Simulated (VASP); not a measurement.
Runs of VASP 6.6.1 on Zn3H. It takes space group Fm-3m (No. 225, cubic). Conventional cell: a = 5.993 Å, b = 5.993 Å, c = 5.993 Å, α = 90.00°, β = 90.00°, γ = 90.00°. Around Zn (site symmetry m-3m) lie 8 Zn at 2.60 Å. Around Zn (site symmetry -43m) lie 4 Zn at 2.60 Å and 4 H at 2.60 Å. H (site symmetry m-3m) is surrounded by 8 Zn at 2.60 Å. The cell was built by a generator and needn't be a form met in nature.

```tsv
level	potentials or basis	pressure (GPa)
PBE	VASP PAW PBE potentials, release 64 (Zn, H)	(b)
SCAN	VASP PAW PBE potentials, release 64 (Zn, H)	(c)
RPBE	VASP PAW PBE potentials, release 64 (Zn, H)	2.9
TPSS	VASP PAW PBE potentials, release 64 (Zn, H)	(a)
AM05	VASP PAW PBE potentials, release 64 (Zn, H)	-4.2
BLYP	VASP PAW PBE potentials, release 64 (Zn, H)	5.6
r2SCAN	VASP PAW PBE potentials, release 64 (Zn, H)	-3.1
LDA	VASP PAW LDA potentials, release 64 (Zn, H)	-7.0
revPBE	VASP PAW PBE potentials, release 64 (Zn, H)	2.2
PBEsol	VASP PAW PBE potentials, release 64 (Zn, H)	-4.2
PW91	VASP PAW PBE potentials, release 64 (Zn, H)	0.4
```

Alike in all rows: task band structure; no spin polarisation; cell as given; k mesh 6 × 6 × 6; cutoff (eV) 520; smearing fermi-dirac 0.05 eV.

**Question.** Fill in the values left out.

**Answer.** (a) -3.6; (b) 0.3; (c) -4.6.

Caveats: the PAW data sets were made with another functional, which shifts forces and pressure a little (some runs).
